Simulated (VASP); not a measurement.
Crystal: NiMoIrPdW.

```
Ni Mo Pd Ir W
1.0
     2.76078    0.00000    0.00000
    -1.38039    2.39090    0.00000
     0.00000    0.00000   11.34051
Ni Mo Pd Ir W
1 1 1 1 1
Direct
  0.00000 0.00000 0.70917
  0.66667 0.33333 0.29425
  0.66667 0.33333 0.89901
  0.00000 0.00000 0.10604
  0.66667 0.33333 0.52921
```

The cell was built by a generator and needn't be a form met in nature.

| Quantity | Value |
| --- | --- |
| Program | VASP 6.6.1 |
| Task | relaxation of cell and atoms |
| Functional | revPBE |
| Potentials or basis | VASP PAW PBE potentials, release 64 (Ni, Mo_sv, Pd, Ir, W_sv) |
| Cutoff | 600 eV |
| k mesh | 11 × 11 × 3 |
| Occupations | fermi-dirac, width 0.05 eV |
| Spin | collinear spin, ferromagnetic start |
| Starting moments | [1.0, 1.0, 0.0, 0.6, 0.0] μB |

At the start: pressure 3.1 GPa; volume 14.97 Å³/atom.

Task: How do energy, volume and symmetry change on relaxing?

Result: Over 31 steps the energy falls by 2.3 meV/atom and the volume is 15.16 Å³/atom (+1.2 %); space group P3m1 (No. 156, to 0.05 Å); moment 0.00 μB per cell.

The path:
```tsv
step	energy change (eV)	largest force (eV/Å)	pressure (GPa)	volume (Å³)
1	0.0000	0.3420	3.06	74.86
2	0.0364	0.3446	-6.35	78.00
3	-0.0108	0.1203	-0.21	75.85
4	-0.0108	0.1265	-0.23	75.83
5	-0.0081	0.2298	1.38	75.34
6	-0.0108	0.1282	0.01	75.81
7	-0.0115	0.0305	0.06	75.74
8	-0.0115	0.0185	0.03	75.72
9	-0.0115	0.0204	0.09	75.72
10	-0.0115	0.0186	0.31	75.72
11	-0.0110	0.0627	-0.65	75.98
12	-0.0116	0.0266	-0.05	75.77
13	-0.0116	0.0249	-0.11	75.77
14	-0.0116	0.0217	-0.07	75.74
15	-0.0115	0.0196	0.03	75.73
16	-0.0116	0.0221	0.10	75.74
17	-0.0116	0.0221	0.08	75.74
18	-0.0116	0.0219	0.05	75.74
19	-0.0116	0.0143	0.01	75.76
20	-0.0116	0.0196	0.01	75.77
21	-0.0116	0.0072	-0.05	75.79
22	-0.0116	0.0088	-0.07	75.79
23	-0.0116	0.0060	-0.09	75.77
24	-0.0116	0.0181	0.17	75.70
25	-0.0116	0.0075	0.07	75.75
26	-0.0116	0.0068	0.15	75.76
27	-0.0116	0.0062	0.03	75.76
28	-0.0116	0.0058	0.04	75.76
29	-0.0116	0.0061	0.02	75.76
30	-0.0116	0.0062	0.02	75.77
31	-0.0116	0.0035	0.03	75.78
```

Final structure:
```yaml
crystal:
  lattice:
    - [2.77257, 0.00000, 0.00000]
    - [-1.38629, 2.40111, 0.00000]
    - [-0.00001, 0.00000, 11.38246]
  atoms:
    - { symbol: Ni, position: [0.00000, 0.00000, 0.70895] }
    - { symbol: Mo, position: [0.66667, 0.33333, 0.29533] }
    - { symbol: Pd, position: [0.66667, 0.33333, 0.89924] }
    - { symbol: Ir, position: [0.00000, 0.00000, 0.10572] }
    - { symbol: W, position: [0.66667, 0.33333, 0.52843] }
```

Caveat: the PAW data sets were made with another functional, which shifts forces and pressure a little.
